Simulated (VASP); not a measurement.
# Quasi-harmonic expansion of K (Im-3m)

How fast does K expand on heating, by the quasi-harmonic approximation? The start is a cell from a database of measured crystal structures.

Main program and level: VASP 6.6.1; PBEsol; plane waves and PAW (K_sv).

Most raw output is cut from this account.

The database entry behind the starting cell lists a temperature near 5 K, so it need not match the best structure at ambient conditions.

## (1) Starting point

It takes space group Im-3m (No. 229, cubic). Conventional cell: a = 5.225 Å, b = 5.225 Å, c = 5.225 Å, α = 90.00°, β = 90.00°, γ = 90.00°. Nearest to K lie 8 K at 4.52 Å.

As a file:

```cif
data_structure
_symmetry_space_group_name_H-M 'P 1'
_symmetry_Int_Tables_number 1
_cell_length_a 4.5250
_cell_length_b 4.5250
_cell_length_c 4.5250
_cell_angle_alpha 109.471
_cell_angle_beta 109.471
_cell_angle_gamma 109.471
_cell_volume 71.32
loop_
_atom_site_label
_atom_site_type_symbol
_atom_site_fract_x
_atom_site_fract_y
_atom_site_fract_z
_atom_site_occupancy
K1 K 0.00000 0.00000 0.00000 1
```

## (2) Relaxation

The series of volumes is laid round the static minimum, so the cell is relaxed first.

The input, INCAR:

```
SYSTEM = K
PREC = Accurate
ENCUT = 400
EDIFF = 1E-07
NELM = 100
ISMEAR = 0
SIGMA = 0.05
LREAL = .FALSE.
ALGO = Normal
GGA = PS
NBANDS = 10
LORBIT = 11
LWAVE = .FALSE.
LCHARG = .FALSE.
KPAR = 12
IBRION = 2
NSW = 50
ISIF = 3
EDIFFG = -0.003
```

The input, POSCAR:

```
K
1.0
   -2.6125000000      2.6125000000      2.6125000000
    2.6125000000     -2.6125000000      2.6125000000
    2.6125000000      2.6125000000     -2.6125000000
K
1
Direct
    0.0000000000      0.0000000000      0.0000000000
```

The input, KPOINTS:

```
Automatic mesh
0
Gamma
9 9 9
0 0 0
```

PAW data sets: K_sv (PBE family, release 64).

Run with:

```
> mpirun -np 12 vasp_std
```

Run time: 4 s. Hardware: 12 MPI ranks of Intel Xeon 6975P-C (Granite Rapids), shared host; peak memory 2.1 GiB.

This run has no spin polarisation. Its electron count is odd, so without a moment it is a metal by construction. The k-mesh is coarse for a metal. The PAW data sets were made with PBE, which is usual practice but a small mismatch for other functionals. The run keeps the 48 symmetry operations of its start, so it cannot find a distortion of lower symmetry.

Step by step:

```
step  energy less that of the first step (eV)  largest force (eV/Å)  pressure (GPa)  volume (Å³)
   1                                   0.0000                0.0000           -0.03        71.32
   2                                   0.0000                0.0000           -0.03        71.17
   3                                  -0.0001                0.0000            0.00        70.70
```

```
conventional cell, symmetrised  before  after  change
                         a (Å)   5.225  5.210  -0.3 %
                         b (Å)   5.225  5.210  -0.3 %
                         c (Å)   5.225  5.210  -0.3 %
              volume (Å³/atom)   71.32  70.70  -0.9 %
```

The relaxed structure:

```xyz
1
Lattice="-2.6049 2.6049 2.6049 2.6049 -2.6049 2.6049 2.6049 2.6049 -2.6049" Properties=species:S:1:pos:R:3 pbc="T T T"
K     0.0000    0.0000    0.0000
```

Numbers from this step:

```
SCF cycles              : 27
electrons               : 9
bands                   : 10
irreducible k-points    : 35
symmetry operations     : 48
free energy (TOTEN)     : -1.137 eV
energy at zero smearing : -1.136 eV
Fermi energy            : -0.1005 eV
pressure                : -0.001681 GPa
metallic                : yes
```

## (3) Second relaxation

A second run rebuilds the plane-wave basis for the relaxed cell; where the first run showed a metal, it also takes Methfessel-Paxton smearing.

INCAR, as its differences from that of step 2:

```diff
@@ -5,4 +5,4 @@
 NELM = 100
-ISMEAR = 0
-SIGMA = 0.05
+ISMEAR = 1
+SIGMA = 0.15
 LREAL = .FALSE.
```

The input, POSCAR:

```
K
1.0
   -2.6049318953      2.6049318953      2.6049318953
    2.6049318953     -2.6049318953      2.6049318953
    2.6049318953      2.6049318953     -2.6049318953
K
1
Direct
    0.0000000000      0.0000000000      0.0000000000
```

KPOINTS is that of step 2.

Run with:

```
> mpirun -np 12 vasp_std
```

Elapsed: 2.2 s, on 12 MPI ranks; peak memory 1.9 GiB; 19 s of CPU time.

Little changed from the start: no atom moved by 0.005 Å and no cell edge by 0.1 %.

This step gave:

- SCF cycles: 12
- Fermi energy: -0.0717 eV
- pressure: -0.003858 GPa

## (4) Static energy at fixed volume, volume scale 1

Each volume needs its static energy, with shape and atoms relaxed at that volume.

INCAR, as its differences from that of step 3:

```diff
@@ -3,3 +3,3 @@
 ENCUT = 400
-EDIFF = 1E-07
+EDIFF = 1E-08
 NELM = 100
@@ -16,4 +16,4 @@
 IBRION = 2
-NSW = 50
-ISIF = 3
-EDIFFG = -0.003
+NSW = 30
+ISIF = 4
+EDIFFG = -0.002
```

POSCAR is that of step 3.

KPOINTS is that of step 3.

Run with:

```
> mpirun -np 12 vasp_std
```

Wall time 2.6 s (12 MPI ranks); peak memory 2 GiB.

Little changed from the start: no atom moved by 0.005 Å and no cell edge by 0.1 %.

This step gave:

* SCF cycles: 14
* pressure: -0.003863 GPa

## (5) Force constants in the supercell, volume scale 1

System of this step: K. Symmetry: Im-3m, No. 229, cubic system. The conventional cell has a = 5.210 Å, b = 5.210 Å, c = 5.210 Å, α = 90.00°, β = 90.00°, γ = 90.00°. Nearest to K lie 8 K at 4.51 Å.

Small displacements in a supercell give the force constants. They are interpolated to a mesh of wave vectors without the zone centre, which gives the lowest and highest frequency on that mesh and the vibrational free energy at this volume. The dipole term, which lifts longitudinal modes in polar crystals, is left out.

The input, INCAR:

```
SYSTEM = K
PREC = Accurate
ENCUT = 400
EDIFF = 1E-07
NELM = 100
ISMEAR = 1
SIGMA = 0.15
LREAL = .FALSE.
ALGO = Normal
GGA = PS
LWAVE = .FALSE.
LCHARG = .FALSE.
KPAR = 12
IBRION = 6
NSW = 1
NFREE = 2
POTIM = 0.015
ISIF = 0
ADDGRID = .TRUE.
```

The input, POSCAR:

```
K
1.0
   -7.8147956859      7.8147956859      7.8147956859
    7.8147956859     -7.8147956859      7.8147956859
    7.8147956859      7.8147956859     -7.8147956859
K
27
Direct
    0.0000000000      0.0000000000      0.0000000000
    0.0000000000      0.0000000000      0.3333333333
    0.0000000000      0.0000000000      0.6666666667
    0.0000000000      0.3333333333      0.0000000000
    0.0000000000      0.3333333333      0.3333333333
    0.0000000000      0.3333333333      0.6666666667
    0.0000000000      0.6666666667      0.0000000000
    0.0000000000      0.6666666667      0.3333333333
    0.0000000000      0.6666666667      0.6666666667
    0.3333333333      0.0000000000      0.0000000000
    0.3333333333      0.0000000000      0.3333333333
    0.3333333333      0.0000000000      0.6666666667
    0.3333333333      0.3333333333      0.0000000000
    0.3333333333      0.3333333333      0.3333333333
    0.3333333333      0.3333333333      0.6666666667
    0.3333333333      0.6666666667      0.0000000000
    0.3333333333      0.6666666667      0.3333333333
    0.3333333333      0.6666666667      0.6666666667
    0.6666666667      0.0000000000      0.0000000000
    0.6666666667      0.0000000000      0.3333333333
    0.6666666667      0.0000000000      0.6666666667
    0.6666666667      0.3333333333      0.0000000000
    0.6666666667      0.3333333333      0.3333333333
    0.6666666667      0.3333333333      0.6666666667
    0.6666666667      0.6666666667      0.0000000000
    0.6666666667      0.6666666667      0.3333333333
    0.6666666667      0.6666666667      0.6666666667
```

The input, KPOINTS:

```
Automatic mesh
0
Gamma
3 3 3
0 0 0
```

Run with:

```
> mpirun -np 12 vasp_std
```

Run time: 13 min. Hardware: 12 MPI ranks; peak memory 33 GiB.

The last energy, forces, stress and levels in OUTCAR belong to the last displaced cell, not to the cell of POSCAR.

This step gave:

```yaml
electrons: 243
bands: 145
irreducible_k_points: 4
lowest_frequency: 6.549 cm⁻¹
highest_frequency: 80.01 cm⁻¹
zero_point_energy: 9.690 meV/atom
free_energy_300: -113.5 meV/atom
```

Vibrational free energy against temperature:

```
temperature (K)  vibrational free energy (meV/atom)
              0                                9.69
             40                                7.30
             80                               -2.16
            120                               -16.5
            160                               -34.2
            200                               -54.5
            240                               -76.9
            280                                -101
            320                                -126
```

## (6) Static energy at fixed volume, volume scale 1.02

System of this step: K. Symmetry: Im-3m, No. 229, cubic system. Conventional cell: a = 5.244 Å, b = 5.244 Å, c = 5.244 Å, α = 90.00°, β = 90.00°, γ = 90.00°. K has 8 K at 4.54 Å nearest.

The input, INCAR:

```
SYSTEM = K
PREC = Accurate
ENCUT = 400
EDIFF = 1E-08
NELM = 100
ISMEAR = 1
SIGMA = 0.15
LREAL = .FALSE.
ALGO = Normal
GGA = PS
NBANDS = 10
LORBIT = 11
LWAVE = .FALSE.
LCHARG = .FALSE.
KPAR = 12
IBRION = 2
NSW = 30
ISIF = 4
EDIFFG = -0.002
```

The input, POSCAR:

```
K
1.0
   -2.6221836027      2.6221836027      2.6221836027
    2.6221836027     -2.6221836027      2.6221836027
    2.6221836027      2.6221836027     -2.6221836027
K
1
Direct
    0.0000000000      0.0000000000      0.0000000000
```

The input, KPOINTS:

```
Automatic mesh
0
Gamma
9 9 9
0 0 0
```

Run with:

```
> mpirun -np 12 vasp_std
```

The job ended after 2.2 s (12 MPI ranks; peak memory 2 GiB; 20 s of CPU time).

Little changed from the start: no atom moved by 0.005 Å and no cell edge by 0.1 %.

## (7) Force constants in the supercell, volume scale 1.02

System of this step: K. The structure is cubic, space group Im-3m (No. 229). The conventional cell has a = 5.244 Å, b = 5.244 Å, c = 5.244 Å, α = 90.00°, β = 90.00°, γ = 90.00°. K has 8 K at 4.54 Å nearest.

The input, INCAR:

```
SYSTEM = K
PREC = Accurate
ENCUT = 400
EDIFF = 1E-07
NELM = 100
ISMEAR = 1
SIGMA = 0.15
LREAL = .FALSE.
ALGO = Normal
GGA = PS
LWAVE = .FALSE.
LCHARG = .FALSE.
KPAR = 12
IBRION = 6
NSW = 1
NFREE = 2
POTIM = 0.015
ISIF = 0
ADDGRID = .TRUE.
```

The input, POSCAR:

```
K
1.0
   -7.8665508081      7.8665508081      7.8665508081
    7.8665508081     -7.8665508081      7.8665508081
    7.8665508081      7.8665508081     -7.8665508081
K
27
Direct
    0.0000000000      0.0000000000      0.0000000000
    0.0000000000      0.0000000000      0.3333333333
    0.0000000000      0.0000000000      0.6666666667
    0.0000000000      0.3333333333      0.0000000000
    0.0000000000      0.3333333333      0.3333333333
    0.0000000000      0.3333333333      0.6666666667
    0.0000000000      0.6666666667      0.0000000000
    0.0000000000      0.6666666667      0.3333333333
    0.0000000000      0.6666666667      0.6666666667
    0.3333333333      0.0000000000      0.0000000000
    0.3333333333      0.0000000000      0.3333333333
    0.3333333333      0.0000000000      0.6666666667
    0.3333333333      0.3333333333      0.0000000000
    0.3333333333      0.3333333333      0.3333333333
    0.3333333333      0.3333333333      0.6666666667
    0.3333333333      0.6666666667      0.0000000000
    0.3333333333      0.6666666667      0.3333333333
    0.3333333333      0.6666666667      0.6666666667
    0.6666666667      0.0000000000      0.0000000000
    0.6666666667      0.0000000000      0.3333333333
    0.6666666667      0.0000000000      0.6666666667
    0.6666666667      0.3333333333      0.0000000000
    0.6666666667      0.3333333333      0.3333333333
    0.6666666667      0.3333333333      0.6666666667
    0.6666666667      0.6666666667      0.0000000000
    0.6666666667      0.6666666667      0.3333333333
    0.6666666667      0.6666666667      0.6666666667
```

The input, KPOINTS:

```
Automatic mesh
0
Gamma
3 3 3
0 0 0
```

Run with:

```
> mpirun -np 12 vasp_std
```

The job ended after 13 min (12 MPI ranks; peak memory 33 GiB).

## (8) Static energy at fixed volume, volume scale 1.04

System of this step: K. Symmetry: Im-3m, No. 229, cubic system. The conventional cell has a = 5.278 Å, b = 5.278 Å, c = 5.278 Å, α = 90.00°, β = 90.00°, γ = 90.00°. Nearest to K lie 8 K at 4.57 Å.

The input, INCAR:

```
SYSTEM = K
PREC = Accurate
ENCUT = 400
EDIFF = 1E-08
NELM = 100
ISMEAR = 1
SIGMA = 0.15
LREAL = .FALSE.
ALGO = Normal
GGA = PS
NBANDS = 10
LORBIT = 11
LWAVE = .FALSE.
LCHARG = .FALSE.
KPAR = 12
IBRION = 2
NSW = 30
ISIF = 4
EDIFFG = -0.002
```

The input, POSCAR:

```
K
1.0
   -2.6392112460      2.6392112460      2.6392112460
    2.6392112460     -2.6392112460      2.6392112460
    2.6392112460      2.6392112460     -2.6392112460
K
1
Direct
    0.0000000000      0.0000000000      0.0000000000
```

The input, KPOINTS:

```
Automatic mesh
0
Gamma
9 9 9
0 0 0
```

Run with:

```
> mpirun -np 12 vasp_std
```

The job ended after 2.2 s (12 MPI ranks; peak memory 2 GiB; 18 s of CPU time).

Little changed from the start: no atom moved by 0.005 Å and no cell edge by 0.1 %.

## (9) Force constants in the supercell, volume scale 1.04

System of this step: K. Symmetry: Im-3m, No. 229, cubic system. The conventional cell has a = 5.278 Å, b = 5.278 Å, c = 5.278 Å, α = 90.00°, β = 90.00°, γ = 90.00°. Nearest to K lie 8 K at 4.57 Å.

The input, INCAR:

```
SYSTEM = K
PREC = Accurate
ENCUT = 400
EDIFF = 1E-07
NELM = 100
ISMEAR = 1
SIGMA = 0.15
LREAL = .FALSE.
ALGO = Normal
GGA = PS
LWAVE = .FALSE.
LCHARG = .FALSE.
KPAR = 12
IBRION = 6
NSW = 1
NFREE = 2
POTIM = 0.015
ISIF = 0
ADDGRID = .TRUE.
```

The input, POSCAR:

```
K
1.0
   -7.9176337380      7.9176337380      7.9176337380
    7.9176337380     -7.9176337380      7.9176337380
    7.9176337380      7.9176337380     -7.9176337380
K
27
Direct
    0.0000000000      0.0000000000      0.0000000000
    0.0000000000      0.0000000000      0.3333333333
    0.0000000000      0.0000000000      0.6666666667
    0.0000000000      0.3333333333      0.0000000000
    0.0000000000      0.3333333333      0.3333333333
    0.0000000000      0.3333333333      0.6666666667
    0.0000000000      0.6666666667      0.0000000000
    0.0000000000      0.6666666667      0.3333333333
    0.0000000000      0.6666666667      0.6666666667
    0.3333333333      0.0000000000      0.0000000000
    0.3333333333      0.0000000000      0.3333333333
    0.3333333333      0.0000000000      0.6666666667
    0.3333333333      0.3333333333      0.0000000000
    0.3333333333      0.3333333333      0.3333333333
    0.3333333333      0.3333333333      0.6666666667
    0.3333333333      0.6666666667      0.0000000000
    0.3333333333      0.6666666667      0.3333333333
    0.3333333333      0.6666666667      0.6666666667
    0.6666666667      0.0000000000      0.0000000000
    0.6666666667      0.0000000000      0.3333333333
    0.6666666667      0.0000000000      0.6666666667
    0.6666666667      0.3333333333      0.0000000000
    0.6666666667      0.3333333333      0.3333333333
    0.6666666667      0.3333333333      0.6666666667
    0.6666666667      0.6666666667      0.0000000000
    0.6666666667      0.6666666667      0.3333333333
    0.6666666667      0.6666666667      0.6666666667
```

The input, KPOINTS:

```
Automatic mesh
0
Gamma
3 3 3
0 0 0
```

Run with:

```
> mpirun -np 12 vasp_std
```

It took 13 min on 12 MPI ranks; peak memory 33 GiB.

Vibrational free energy against temperature:

```
temperature (K)  vibrational free energy (meV/atom)
              0                                9.29
             40                                6.77
             80                               -3.01
            120                               -17.7
            160                               -35.8
            200                               -56.5
            240                               -79.3
            280                                -104
            320                                -130
```

## (10) Static energy at fixed volume, volume scale 0.98

System of this step: K. It takes space group Im-3m (No. 229, cubic). The conventional cell has a = 5.175 Å, b = 5.175 Å, c = 5.175 Å, α = 90.00°, β = 90.00°, γ = 90.00°. Nearest to K lie 8 K at 4.48 Å.

The input, INCAR:

```
SYSTEM = K
PREC = Accurate
ENCUT = 400
EDIFF = 1E-08
NELM = 100
ISMEAR = 1
SIGMA = 0.15
LREAL = .FALSE.
ALGO = Normal
GGA = PS
NBANDS = 10
LORBIT = 11
LWAVE = .FALSE.
LCHARG = .FALSE.
KPAR = 12
IBRION = 2
NSW = 30
ISIF = 4
EDIFFG = -0.002
```

The input, POSCAR:

```
K
1.0
   -2.5874486041      2.5874486041      2.5874486041
    2.5874486041     -2.5874486041      2.5874486041
    2.5874486041      2.5874486041     -2.5874486041
K
1
Direct
    0.0000000000      0.0000000000      0.0000000000
```

The input, KPOINTS:

```
Automatic mesh
0
Gamma
9 9 9
0 0 0
```

Run with:

```
> mpirun -np 12 vasp_std
```

It took 2.2 s on 12 MPI ranks; peak memory 2 GiB; 20 s of CPU time.

Little changed from the start: no atom moved by 0.005 Å and no cell edge by 0.1 %.

## (11) Force constants in the supercell, volume scale 0.98

System of this step: K. Symmetry: Im-3m, No. 229, cubic system. Conventional cell: a = 5.175 Å, b = 5.175 Å, c = 5.175 Å, α = 90.00°, β = 90.00°, γ = 90.00°. Nearest to K lie 8 K at 4.48 Å.

The input, INCAR:

```
SYSTEM = K
PREC = Accurate
ENCUT = 400
EDIFF = 1E-07
NELM = 100
ISMEAR = 1
SIGMA = 0.15
LREAL = .FALSE.
ALGO = Normal
GGA = PS
LWAVE = .FALSE.
LCHARG = .FALSE.
KPAR = 12
IBRION = 6
NSW = 1
NFREE = 2
POTIM = 0.015
ISIF = 0
ADDGRID = .TRUE.
```

The input, POSCAR:

```
K
1.0
   -7.7623458123      7.7623458123      7.7623458123
    7.7623458123     -7.7623458123      7.7623458123
    7.7623458123      7.7623458123     -7.7623458123
K
27
Direct
    0.0000000000      0.0000000000      0.0000000000
    0.0000000000      0.0000000000      0.3333333333
    0.0000000000      0.0000000000      0.6666666667
    0.0000000000      0.3333333333      0.0000000000
    0.0000000000      0.3333333333      0.3333333333
    0.0000000000      0.3333333333      0.6666666667
    0.0000000000      0.6666666667      0.0000000000
    0.0000000000      0.6666666667      0.3333333333
    0.0000000000      0.6666666667      0.6666666667
    0.3333333333      0.0000000000      0.0000000000
    0.3333333333      0.0000000000      0.3333333333
    0.3333333333      0.0000000000      0.6666666667
    0.3333333333      0.3333333333      0.0000000000
    0.3333333333      0.3333333333      0.3333333333
    0.3333333333      0.3333333333      0.6666666667
    0.3333333333      0.6666666667      0.0000000000
    0.3333333333      0.6666666667      0.3333333333
    0.3333333333      0.6666666667      0.6666666667
    0.6666666667      0.0000000000      0.0000000000
    0.6666666667      0.0000000000      0.3333333333
    0.6666666667      0.0000000000      0.6666666667
    0.6666666667      0.3333333333      0.0000000000
    0.6666666667      0.3333333333      0.3333333333
    0.6666666667      0.3333333333      0.6666666667
    0.6666666667      0.6666666667      0.0000000000
    0.6666666667      0.6666666667      0.3333333333
    0.6666666667      0.6666666667      0.6666666667
```

The input, KPOINTS:

```
Automatic mesh
0
Gamma
3 3 3
0 0 0
```

Run with:

```
> mpirun -np 12 vasp_std
```

Elapsed: 14 min, on 12 MPI ranks; peak memory 33 GiB.

## (12) Static energy at fixed volume, volume scale 1.06

System of this step: K. It takes space group Im-3m (No. 229, cubic). The conventional cell has a = 5.312 Å, b = 5.312 Å, c = 5.312 Å, α = 90.00°, β = 90.00°, γ = 90.00°. Nearest to K lie 8 K at 4.60 Å.

The input, INCAR:

```
SYSTEM = K
PREC = Accurate
ENCUT = 400
EDIFF = 1E-08
NELM = 100
ISMEAR = 1
SIGMA = 0.15
LREAL = .FALSE.
ALGO = Normal
GGA = PS
NBANDS = 10
LORBIT = 11
LWAVE = .FALSE.
LCHARG = .FALSE.
KPAR = 12
IBRION = 2
NSW = 30
ISIF = 4
EDIFFG = -0.002
```

The input, POSCAR:

```
K
1.0
   -2.6560219620      2.6560219620      2.6560219620
    2.6560219620     -2.6560219620      2.6560219620
    2.6560219620      2.6560219620     -2.6560219620
K
1
Direct
    0.0000000000      0.0000000000      0.0000000000
```

The input, KPOINTS:

```
Automatic mesh
0
Gamma
9 9 9
0 0 0
```

Run with:

```
> mpirun -np 12 vasp_std
```

The job ended after 3.2 s (12 MPI ranks; peak memory 2 GiB; 31 s of CPU time).

(Continued in part 2 of 2.)

[Lines on the potential files, build, host, timing and source positions are cut from VASP's logs without a mark.]

[Logs are printed without paths, hosts, clocks, repeated set-up lines and the standing remarks that a program may print on its own settings, such as how far it seeks lower states.]

[Hosts, paths, dates, database ids (printed as entryN), source tags and the programs' standing remarks are cut or masked in the printed files.]

[In band tables of VASP the shares of atoms and orbitals are scaled to a sum of 1 inside the atoms' spheres.]
